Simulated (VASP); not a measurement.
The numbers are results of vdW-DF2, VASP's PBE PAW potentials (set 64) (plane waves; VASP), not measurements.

VASP ran on this input.

**POSCAR**
```
GaN
10.7257250
  0.1530948468  -0.2651680492   0.0000000000
  0.1530948468   0.2651680492   0.0000000000
  0.0000000000   0.0000000000   0.4999999868
Ga N
2 2
Cart
  0.1530948468  -0.0883895265   0.2501700528
  0.1530948468   0.0883895265   0.0001700594
  0.1530948468  -0.0883895265   0.4383299290
  0.1530948468   0.0883895265   0.1883299356
```

### KPOINTS
```
Automatic
0
G
  9 9 5
```

### INCAR
```
# general
SYSTEM   = GaN
PREC     = Accurate
ENCUT    = 520
LREAL    = F
LASPH    = T

# electronic loop
EDIFF    = 1E-7
NELM     = 100
ALGO     = Normal
LMAXMIX  = 4

# smearing
ISMEAR   = -5

# functional
GGA      = ML
LUSE_VDW = T
AGGAC    = 0.0
ZAB_VDW  = -1.8867

# ions
ISIF     = 2

# output
LWAVE    = F
LCHARG   = T
LORBIT   = 11
NEDOS    = 601

# other
LEFG     = T
```

POTCAR, in this order: Ga_d N (PBE.64 set). Program: vasp_std.

### Question
What will the output report for the number of irreducible k-points (NKPTS), largest plane-wave count, number of space-group operations, FFT grid (NGX, NGY, NGZ)?

### Answer

```
Item                                          Result
--------------------------------------  ------------
number of irreducible k-points (NKPTS)            36
largest plane-wave count                        1362
number of space-group operations                  12
FFT grid (NGX, NGY, NGZ)                24 × 24 × 40
```

The compound is GaN in the wurtzite structure. It was relaxed first, which changed the volume by +10 %.
